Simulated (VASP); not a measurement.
Input:

```
PbF2
1.0
    0.00000     2.95914     2.95914
    2.95914     0.00000     2.95914
    2.95914     2.95914     0.00000
Pb F
1 2
Direct
  0.00000   0.00000   0.00000
  0.25000   0.25000   0.25000
  0.75000   0.75000   0.75000
```

Level of theory: r2SCAN meta-GGA, VASP's PBE PAW potentials (set 64) (plane waves; VASP). Settings: 600 eV cut-off, 6×6×6 Γ-centred mesh, Gaussian smearing of 0.050 eV, potentials Pb_d F.

Unless said otherwise, spin-orbit coupling is left out, though it shifts the bands of the heavy elements here.

Each row applies one change to this cell, which was relaxed at other settings and keeps the small stress of the first row; at a fixed cut-off the stress holds a Pulay part, so it need not integrate to ΔE exactly. Stress is in GPa, positive when the cell is compressed; gaps are those on the k-mesh, and 0.00 means metallic.

| change | ΔE (meV/atom) | σxx | σyy | σzz | largest shear component, with its sign (GPa) | largest force (eV/Å) | gap (eV) |
|---|---|---|---|---|---|---|---|
| none | 0.0 | 0.00 | 0.00 | 0.00 | 0.00 | 0.000 | 4.96 |
| isotropic strain of +3.0 % | [?] | [?] | [?] | [?] | [?] | [?] | [?] |
| atom 3 (F) moved by 0.025 Å along y | 0.3 | 0.00 | 0.01 | 0.00 | 0.23 | 0.065 | 4.95 |
| atom 3 (F) moved by 0.100 Å along z | 4.4 | 0.12 | 0.12 | 0.22 | 0.91 | 0.265 | 4.89 |
| uniaxial strain of +3.0 % along z | 4.4 | -1.64 | -1.64 | -3.28 | 0.00 | 0.000 | 4.87 |
| atom 1 (Pb) moved by -0.100 Å along z | 2.6 | 0.21 | 0.21 | 0.29 | 0.00 | 0.160 | 4.95 |
| atom 1 (Pb) moved by -0.100 Å along x | 2.6 | 0.29 | 0.21 | 0.21 | 0.00 | 0.160 | 4.95 |
| shear strain γ_yz = -1.5 % with the ions relaxed | 0.3 | -0.01 | -0.01 | -0.01 | 0.38 | 0.006 | 4.96 |
| atom 2 (F) moved by 0.025 Å along x | 0.3 | 0.01 | 0.00 | 0.00 | -0.23 | 0.065 | 4.95 |

Task: Some entries are withheld; supply them.

Result: 
- isotropic strain of +3.0 %, ΔE (meV/atom): 27.5
- isotropic strain of +3.0 %, σxx: -5.62
- isotropic strain of +3.0 %, σyy: -5.62
- isotropic strain of +3.0 %, σzz: -5.62
- isotropic strain of +3.0 %, largest shear component, with its sign (GPa): 0.00
- isotropic strain of +3.0 %, largest force (eV/Å): 0.000
- isotropic strain of +3.0 %, gap (eV): 4.94

Failed runs are left out, and for metals the shear rows, which the mesh's noise covers.

The compound is PbF2 in the fluorite structure, the β form.
